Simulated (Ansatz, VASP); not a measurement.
# BN (Qingsongite): VASP beside Ansatz

Wanted: the spread between two codes on one cell, functional and k mesh. The cell is taken from a series of runs on this material, whose earlier steps may have relaxed, scaled, displaced or heated it; both programs get it as it stands.

Calculated with Ansatz 0.2.0; plane waves, with VASP 6.6.1 beside it; dielectric response at r2SCAN.

### 1. The structure

It takes space group F-43m (No. 216, cubic). The conventional cell has a = 3.615 Å, b = 3.615 Å, c = 3.615 Å, α = 90.00°, β = 90.00°, γ = 90.00°. Nearest to N lie 4 B at 1.57 Å. Nearest to B lie 4 N at 1.57 Å. Farther neighbours and most contacts between anions are not listed.

As a file:

```cif
data_structure
_symmetry_space_group_name_H-M 'F-43m'
_symmetry_Int_Tables_number 216
_cell_length_a 3.6150
_cell_length_b 3.6150
_cell_length_c 3.6150
_cell_angle_alpha 90.000
_cell_angle_beta 90.000
_cell_angle_gamma 90.000
_cell_volume 47.24
loop_
_atom_site_label
_atom_site_type_symbol
_atom_site_symmetry_multiplicity
_atom_site_Wyckoff_symbol
_atom_site_fract_x
_atom_site_fract_y
_atom_site_fract_z
_atom_site_occupancy
N1 N 4 c 0.25000 0.25000 0.25000 1
B1 B 4 a 0.00000 0.00000 0.00000 1
```

### 2. VASP: dielectric response, r2SCAN

The response to a field tests empty states and converges slowly with the mesh.

Lines of VASP's logs that name or quote its potential files are left out, and so is its time.

INCAR

```
SYSTEM = BN
PREC = Accurate
ENCUT = 580
EDIFF = 1E-08
NELM = 120
ISMEAR = 0
SIGMA = 0.01
LREAL = .FALSE.
ALGO = Normal
METAGGA = R2SCAN
LASPH = .TRUE.
NBANDS = 10
LORBIT = 11
LWAVE = .FALSE.
LCHARG = .FALSE.
ISIF = 2
LCALCEPS = .TRUE.
LPEAD = .TRUE.
GGA_COMPAT = .FALSE.
EFERMI = MIDGAP
LMIXTAU = .TRUE.
KPAR = 2
```

POSCAR

```
BN
1.0
    0.0000000000      1.8075000000      1.8075000000
    1.8075000000      0.0000000000      1.8075000000
    1.8075000000      1.8075000000      0.0000000000
N B
1 1
Direct
    0.7500000000      0.7500000000      0.7500000000
    0.0000000000      0.0000000000      0.0000000000
```

KPOINTS

```
Automatic mesh
0
Gamma
11 11 11
0 0 0
```

Potentials, in the order of the species: N and B (PBE family, release 64).

Command:

```
> mpirun -np 2 vasp_std
```

Numbers of over 12 decimals in the logs are rounded to 6 here.

The program printed:

```text
[banner, memory and clock lines left out]
running    2 mpi-ranks, on    1 nodes
 distrk:  each k-point on    1 cores,    2 groups
 distr:  one band on    1 cores,    1 groups

 POSCAR found type information on POSCAR N B
 POSCAR found :  2 types and       2 ions
|                                                                             |
|               ----> ADVICE to this user running VASP <----                  |
|                                                                             |
|     You enforced a specific xc type in the INCAR file but a different       |
|     [... a line on the potential file left out ...]
|     I HOPE YOU KNOW WHAT YOU ARE DOING!                                     |
|                                                                             |

 LDA part: xc-table for (None), standard interpolation
 POSCAR, INCAR and KPOINTS ok, starting setup
 FFT: planning ... GRIDC
 FFT: planning ... GRID_SOFT
 FFT: planning ... GRID
 WAVECAR not read
 entering main loop
       N       E                     dE             d eps       ncg     rms          rms(c)
DAV:   1     0.112231680563E+02    0.11223E+02   -0.54264E+03  1160   0.880E+02
DAV:   2    -0.218278443436E+02   -0.33051E+02   -0.31469E+02  1360   0.197E+02
DAV:   3    -0.224175235227E+02   -0.58968E+00   -0.58910E+00  1298   0.230E+01
DAV:   4    -0.224183538639E+02   -0.83034E-03   -0.83029E-03  1266   0.954E-01
DAV:   5    -0.224183547580E+02   -0.89409E-06   -0.89413E-06  1286   0.314E-02    0.661E+00
DAV:   6    -0.189056350606E+02    0.35127E+01   -0.16221E+00  1156   0.903E+00    0.399E+00
DAV:   7    -0.194743134500E+02   -0.56868E+00   -0.10359E+00  1120   0.750E+00    0.164E+00
DAV:   8    -0.181037395475E+02    0.13706E+01   -0.88351E-01  1120   0.680E+00    0.179E+00
DAV:   9    -0.191705443588E+02   -0.10668E+01   -0.20186E-01  1172   0.400E+00    0.438E-01
DAV:  10    -0.191762011547E+02   -0.56568E-02   -0.52958E-02  1146   0.174E+00    0.162E-01
DAV:  11    -0.191700248072E+02    0.61763E-02   -0.51882E-03  1138   0.913E-01    0.715E-02
DAV:  12    -0.191742494945E+02   -0.42247E-02   -0.18775E-03  1158   0.458E-01    0.272E-02
DAV:  13    -0.191740375796E+02    0.21191E-03   -0.51616E-05  1280   0.712E-02    0.132E-02
DAV:  14    -0.191740836765E+02   -0.46097E-04   -0.59610E-06  1198   0.263E-02    0.101E-02
DAV:  15    -0.191740753652E+02    0.83112E-05   -0.40884E-06  1168   0.228E-02    0.208E-03
DAV:  16    -0.191740797022E+02   -0.43370E-05   -0.58330E-07  1276   0.768E-03    0.113E-03
DAV:  17    -0.191740779542E+02    0.17480E-05   -0.14346E-07  1208   0.343E-03    0.891E-04
DAV:  18    -0.191740793943E+02   -0.14401E-05   -0.53677E-08  1192   0.227E-03    0.297E-04
DAV:  19    -0.191740792854E+02    0.10883E-06   -0.48876E-09   624   0.631E-04    0.110E-04
DAV:  20    -0.191740793105E+02   -0.25031E-07   -0.95337E-10   608   0.302E-04    0.422E-05
DAV:  21    -0.191740793031E+02    0.74173E-08   -0.38023E-10   604   0.153E-04
       N       E                     dE             d eps       ncg     rms          rms(c)
SDA:   1    -0.191740793532E+02   -0.19174E+02   -0.17305E-11  3660   0.433E-11   0.000E+00
DMP:   2    -0.191740793535E+02   -0.26591E-09   -0.67290E-11  3660   0.164E-10   0.978E-12
 final diagonalization occupied
 p_tot=( -0.452E+01 -0.452E+01 -0.452E+01 )
       N       E                     dE             d eps       ncg     rms          rms(c)
 p_tot=( -0.452E+01 -0.452E+01 -0.452E+01 )
dp_tot=(  0.000E+00  0.000E+00  0.000E+00 )  diag[e(oo)]=(  1.00000    ---      ---   )
SDA:   1    -0.191740586800E+02    0.20673E-04   -0.61869E-05  3660   0.155E-04   0.000E+00
 p_tot=( -0.452E+01 -0.452E+01 -0.452E+01 )
dp_tot=(  0.619E-03  0.312E-08  0.340E-08 )  diag[e(oo)]=(  1.94793    ---      ---   )
DMP:   2    -0.191740637971E+02   -0.51172E-05   -0.48990E-05  3660   0.699E-05   0.101E-04
 p_tot=( -0.452E+01 -0.452E+01 -0.452E+01 )
dp_tot=(  0.134E-02  0.658E-08  0.726E-08 )  diag[e(oo)]=(  3.06053    ---      ---   )
DMP:   3    -0.191740673691E+02   -0.35720E-05   -0.21094E-05  3660   0.236E-05   0.561E-05
 p_tot=( -0.452E+01 -0.452E+01 -0.452E+01 )
dp_tot=(  0.189E-02  0.883E-08  0.992E-08 )  diag[e(oo)]=(  3.89668    ---      ---   )
DMP:   4    -0.191740688072E+02   -0.14380E-05   -0.92470E-06  3660   0.132E-05   0.192E-05
 p_tot=( -0.452E+01 -0.452E+01 -0.452E+01 )
dp_tot=(  0.219E-02  0.964E-08  0.111E-07 )  diag[e(oo)]=(  4.35284    ---      ---   )
DMP:   5    -0.191740694662E+02   -0.65897E-06   -0.51550E-06  3660   0.779E-06   0.982E-06
 p_tot=( -0.452E+01 -0.452E+01 -0.452E+01 )
dp_tot=(  0.230E-02  0.956E-08  0.112E-07 )  diag[e(oo)]=(  4.52307    ---      ---   )
DMP:   6    -0.191740698253E+02   -0.35912E-06   -0.21980E-06  3660   0.287E-06   0.506E-06
 p_tot=( -0.452E+01 -0.452E+01 -0.452E+01 )
dp_tot=(  0.232E-02  0.921E-08  0.110E-07 )  diag[e(oo)]=(  4.55025    ---      ---   )
DMP:   7    -0.191740699546E+02   -0.12930E-06   -0.58935E-07  3660   0.972E-07   0.965E-07
 p_tot=( -0.452E+01 -0.452E+01 -0.452E+01 )
dp_tot=(  0.231E-02  0.898E-08  0.109E-07 )  diag[e(oo)]=(  4.53815    ---      ---   )
DMP:   8    -0.191740699790E+02   -0.24460E-07   -0.23141E-07  3660   0.710E-07  -0.252E-07
 p_tot=( -0.452E+01 -0.452E+01 -0.452E+01 )
dp_tot=(  0.230E-02  0.895E-08  0.108E-07 )  diag[e(oo)]=(  4.53106    ---      ---   )
[...]
final diagonalization full
 p_tot=( -0.452E+01 -0.452E+01 -0.452E+01 )
dp_tot=(  0.230E-02  0.918E-08  0.110E-07 )  diag[e(oo)]=(  4.52635    ---      ---   )
       N       E                     dE             d eps       ncg     rms          rms(c)
SDA:   1    -0.191740793832E+02   -0.93795E-05   -0.37957E-10  3660   0.949E-10   0.000E+00
DMP:   2    -0.191740793534E+02    0.29869E-07   -0.47012E-12  3660   0.156E-10  -0.379E-10
DMP:   3    -0.191740793533E+02    0.17508E-10   -0.59805E-11  3660   0.146E-10   0.828E-12
 final diagonalization occupied
 p_tot=( -0.452E+01 -0.452E+01 -0.452E+01 )
       N       E                     dE             d eps       ncg     rms          rms(c)
 p_tot=( -0.452E+01 -0.452E+01 -0.452E+01 )
dp_tot=(  0.000E+00  0.000E+00  0.000E+00 )  diag[e(oo)]=(    ---    1.00000    ---   )
SDA:   1    -0.191740586757E+02    0.20678E-04   -0.61874E-05  3660   0.155E-04   0.000E+00
 p_tot=( -0.452E+01 -0.452E+01 -0.452E+01 )
dp_tot=(  0.470E-07  0.619E-03  0.426E-07 )  diag[e(oo)]=(    ---    1.94797    ---   )
DMP:   2    -0.191740637967E+02   -0.51210E-05   -0.48994E-05  3660   0.699E-05   0.101E-04
 p_tot=( -0.452E+01 -0.452E+01 -0.452E+01 )
dp_tot=(  0.984E-07  0.134E-02  0.905E-07 )  diag[e(oo)]=(    ---    3.06061    ---   )
DMP:   3    -0.191740673690E+02   -0.35723E-05   -0.21096E-05  3660   0.236E-05   0.561E-05
 p_tot=( -0.452E+01 -0.452E+01 -0.452E+01 )
dp_tot=(  0.136E-06  0.189E-02  0.126E-06 )  diag[e(oo)]=(    ---    3.89680    ---   )
DMP:   4    -0.191740688071E+02   -0.14382E-05   -0.92477E-06  3660   0.132E-05   0.192E-05
 p_tot=( -0.452E+01 -0.452E+01 -0.452E+01 )
dp_tot=(  0.155E-06  0.219E-02  0.145E-06 )  diag[e(oo)]=(    ---    4.35297    ---   )
DMP:   5    -0.191740694661E+02   -0.65901E-06   -0.51553E-06  3660   0.779E-06   0.982E-06
 p_tot=( -0.452E+01 -0.452E+01 -0.452E+01 )
dp_tot=(  0.162E-06  0.230E-02  0.151E-06 )  diag[e(oo)]=(    ---    4.52321    ---   )
DMP:   6    -0.191740698253E+02   -0.35914E-06   -0.21981E-06  3660   0.287E-06   0.506E-06
 p_tot=( -0.452E+01 -0.452E+01 -0.452E+01 )
dp_tot=(  0.161E-06  0.232E-02  0.151E-06 )  diag[e(oo)]=(    ---    4.55038    ---   )
DMP:   7    -0.191740699546E+02   -0.12931E-06   -0.58941E-07  3660   0.972E-07   0.966E-07
 p_tot=( -0.452E+01 -0.452E+01 -0.452E+01 )
dp_tot=(  0.159E-06  0.231E-02  0.148E-06 )  diag[e(oo)]=(    ---    4.53828    ---   )
DMP:   8    -0.191740699790E+02   -0.24454E-07   -0.23143E-07  3660   0.710E-07  -0.252E-07
 p_tot=( -0.452E+01 -0.452E+01 -0.452E+01 )
dp_tot=(  0.157E-06  0.230E-02  0.146E-06 )  diag[e(oo)]=(    ---    4.53119    ---   )
DMP:   9    -0.191740699906E+02   -0.11529E-07   -0.20284E-07  3660   0.508E-07  -0.244E-09
 p_tot=( -0.452E+01 -0.452E+01 -0.452E+01 )
dp_tot=(  0.156E-06  0.231E-02  0.145E-06 )  diag[e(oo)]=(    ---    4.53289    ---   )
DMP:  10    -0.191740700038E+02   -0.13203E-07   -0.13672E-07  3660   0.262E-07   0.154E-07
 p_tot=( -0.452E+01 -0.452E+01 -0.452E+01 )
dp_tot=(  0.155E-06  0.231E-02  0.145E-06 )  diag[e(oo)]=(    ---    4.53351    ---   )
DMP:  11    -0.191740700128E+02   -0.89958E-08   -0.75334E-08  3660   0.132E-07   0.108E-07
 final diagonalization full
 p_tot=( -0.452E+01 -0.452E+01 -0.452E+01 )
dp_tot=(  0.155E-06  0.230E-02  0.145E-06 )  diag[e(oo)]=(    ---    4.52649    ---   )
       N       E                     dE             d eps       ncg     rms          rms(c)
SDA:   1    -0.191740793432E+02   -0.93394E-05   -0.36913E-10  3660   0.923E-10   0.000E+00
DMP:   2    -0.191740793534E+02   -0.10164E-07   -0.22268E-11  3660   0.190E-10  -0.353E-10
DMP:   3    -0.191740793533E+02    0.14552E-10   -0.66446E-11  3660   0.154E-10   0.325E-11
 final diagonalization occupied
 p_tot=( -0.452E+01 -0.452E+01 -0.452E+01 )
       N       E                     dE             d eps       ncg     rms          rms(c)
 p_tot=( -0.452E+01 -0.452E+01 -0.452E+01 )
dp_tot=(  0.000E+00  0.000E+00  0.000E+00 )  diag[e(oo)]=(    ---      ---    1.00000 )
SDA:   1    -0.191740586790E+02    0.20674E-04   -0.61874E-05  3660   0.155E-04   0.000E+00
 p_tot=( -0.452E+01 -0.452E+01 -0.452E+01 )
dp_tot=(  0.483E-07  0.511E-07  0.619E-03 )  diag[e(oo)]=(    ---      ---    1.94797 )
DMP:   2    -0.191740637966E+02   -0.51176E-05   -0.48994E-05  3660   0.699E-05   0.101E-04
 p_tot=( -0.452E+01 -0.452E+01 -0.452E+01 )
dp_tot=(  0.989E-07  0.105E-06  0.134E-02 )  diag[e(oo)]=(    ---      ---    3.06061 )
DMP:   3    -0.191740673690E+02   -0.35723E-05   -0.21096E-05  3660   0.236E-05   0.561E-05
 p_tot=( -0.452E+01 -0.452E+01 -0.452E+01 )
dp_tot=(  0.135E-06  0.143E-06  0.189E-02 )  diag[e(oo)]=(    ---      ---    3.89680 )
DMP:   4    -0.191740688071E+02   -0.14382E-05   -0.92477E-06  3660   0.132E-05   0.192E-05
 p_tot=( -0.452E+01 -0.452E+01 -0.452E+01 )
dp_tot=(  0.153E-06  0.162E-06  0.219E-02 )  diag[e(oo)]=(    ---      ---    4.35297 )
DMP:   5    -0.191740694661E+02   -0.65902E-06   -0.51553E-06  3660   0.779E-06   0.982E-06
 p_tot=( -0.452E+01 -0.452E+01 -0.452E+01 )
dp_tot=(  0.157E-06  0.168E-06  0.230E-02 )  diag[e(oo)]=(    ---      ---    4.52321 )
DMP:   6    -0.191740698253E+02   -0.35913E-06   -0.21981E-06  3660   0.287E-06   0.506E-06
 p_tot=( -0.452E+01 -0.452E+01 -0.452E+01 )
dp_tot=(  0.155E-06  0.165E-06  0.232E-02 )  diag[e(oo)]=(    ---      ---    4.55039 )
DMP:   7    -0.191740699546E+02   -0.12931E-06   -0.58941E-07  3660   0.972E-07   0.966E-07
 p_tot=( -0.452E+01 -0.452E+01 -0.452E+01 )
dp_tot=(  0.151E-06  0.161E-06  0.231E-02 )  diag[e(oo)]=(    ---      ---    4.53829 )
DMP:   8    -0.191740699790E+02   -0.24457E-07   -0.23143E-07  3660   0.710E-07  -0.252E-07
 p_tot=( -0.452E+01 -0.452E+01 -0.452E+01 )
dp_tot=(  0.148E-06  0.158E-06  0.230E-02 )  diag[e(oo)]=(    ---      ---    4.53119 )
DMP:   9    -0.191740699906E+02   -0.11529E-07   -0.20284E-07  3660   0.508E-07  -0.244E-09
 p_tot=( -0.452E+01 -0.452E+01 -0.452E+01 )
dp_tot=(  0.147E-06  0.156E-06  0.231E-02 )  diag[e(oo)]=(    ---      ---    4.53289 )
DMP:  10    -0.191740700038E+02   -0.13217E-07   -0.13672E-07  3660   0.262E-07   0.154E-07
 p_tot=( -0.452E+01 -0.452E+01 -0.452E+01 )
dp_tot=(  0.146E-06  0.156E-06  0.231E-02 )  diag[e(oo)]=(    ---      ---    4.53352 )
DMP:  11    -0.191740700127E+02   -0.89794E-08   -0.75334E-08  3660   0.132E-07   0.108E-07
 final diagonalization full
 p_tot=( -0.452E+01 -0.452E+01 -0.452E+01 )
dp_tot=(  0.146E-06  0.155E-06  0.230E-02 )  diag[e(oo)]=(    ---      ---    4.52649 )
   1 F= -.19174070E+02 E0= -.19174070E+02  d E =0.000000E+00
```

From OUTCAR (step 2):

```text
ion  position               nearest neighbor table
   1  0.750  0.750  0.750-   2 1.57   2 1.57   2 1.57   2 1.57
   2  0.000  0.000  0.000-   1 1.57   1 1.57   1 1.57   1 1.57

  LATTYP: Found a face centered cubic cell.
 ALAT       =     3.6150000000

 Subroutine GETGRP returns: Found 24 space group operations
 (whereof 24 operations were pure point group operations)

The static configuration has the point symmetry T_d .

 Found     56 irreducible k-points:

   k-points           NKPTS =     56   k-points in BZ     NKDIM =     56   number of bands    NBANDS=     10

   dimension x,y,z NGX =    20 NGY =   20 NGZ =   20
   dimension x,y,z NGXF=    40 NGYF=   40 NGZF=   40

   ENCUT  =  580.0 eV  42.63 Ry    6.53 a.u.   5.02  5.02  5.02*2*pi/ulx,y,z

   NELECT =       8.0000    total number of electrons

 k-points in reciprocal lattice and weights: Automatic mesh
   0.00000000  0.00000000  0.00000000       0.001
   0.09090909  0.00000000  0.00000000       0.006
   0.18181818  0.00000000  0.00000000       0.006
   0.27272727  0.00000000  0.00000000       0.006
   0.36363636  0.00000000  0.00000000       0.006
   0.45454545  0.00000000  0.00000000       0.006
   0.09090909  0.09090909  0.00000000       0.005
   0.18181818  0.09090909  0.00000000       0.018
   0.27272727  0.09090909  0.00000000       0.018
[...]
-0.36363636  0.45454545  0.18181818       0.018
  -0.27272727  0.45454545  0.18181818       0.018

 average (electrostatic) potential at core
       1 -63.2747       2 -25.9687

            Ionic dipole moment: p[ion]=(    -4.51875    -4.51875    -4.51875 ) |e| Angst

 Total electronic dipole moment: p[elc]=(    -0.00207    -0.00207     0.00023 ) |e| Angst

 MACROSCOPIC STATIC DIELECTRIC TENSOR (including local field effects)
 ------------------------------------------------------
           4.526443    -0.000000    -0.000000
           0.000000     4.526443    -0.000000
          -0.000000    -0.000000     4.526443
 ------------------------------------------------------

 PIEZOELECTRIC TENSOR (including local field effects) (C/m^2)
          XX          YY          ZZ          XY          YZ          ZX
  --------------------------------------------------------------------------------
  x     0.00000     0.00000     0.00000    -0.00000     1.10207     0.00000
  y     0.00000     0.00000     0.00000     0.00000     0.00000     1.10207
  z    -0.00000    -0.00000     0.00000     1.10207     0.00000     0.00000

 BORN EFFECTIVE CHARGES (including local field effects) (in |e|, cummulative output)
 ---------------------------------------------------------------------------------
 ion    1
    1    -2.02771    -0.00000     0.00000
    2     0.00000    -2.02771     0.00000
    3    -0.00000    -0.00000    -2.02771
 ion    2
    1     2.02771    -0.00000     0.00000
    2    -0.00000     2.02771    -0.00000
    3     0.00000     0.00000     2.02771

  Total       -0.0388456     -0.0388456     -0.0388456      0.0000000      0.0000000     -0.0000000
  in kB       -5.2697197     -5.2697197     -5.2697197      0.0000000      0.0000000     -0.0000000
  external PRESSURE =      -5.2697197 kB  Pullay stress =       0.0000000 kB

  energy-cutoff  :      580.00
  volume of cell :       11.81
      direct lattice vectors                 reciprocal lattice vectors
     0.000000000  1.807500000  1.807500000    -0.276625173  0.276625173  0.276625173
     1.807500000  0.000000000  1.807500000     0.276625173 -0.276625173  0.276625173
     1.807500000  1.807500000  0.000000000     0.276625173  0.276625173 -0.276625173

 POSITION                                       TOTAL-FORCE (eV/Angst)
 -----------------------------------------------------------------------------------
      2.71125      2.71125      2.71125         0.000000      0.000000      0.000000
      0.00000      0.00000      0.00000        -0.000000     -0.000000     -0.000000
 -----------------------------------------------------------------------------------
    total drift:                               -0.000000     -0.000000     -0.000000
```

(Continued in part 2 of 2.)

[Lines on the potential files, build, host, timing and source positions are cut from VASP's logs without a mark.]

[Logs are printed without paths, hosts, clocks, repeated set-up lines and the standing remarks that a program may print on its own settings, such as how far it seeks lower states.]

[Hosts, paths, dates, database ids (printed as entryN), source tags and the programs' standing remarks are cut or masked in the printed files.]
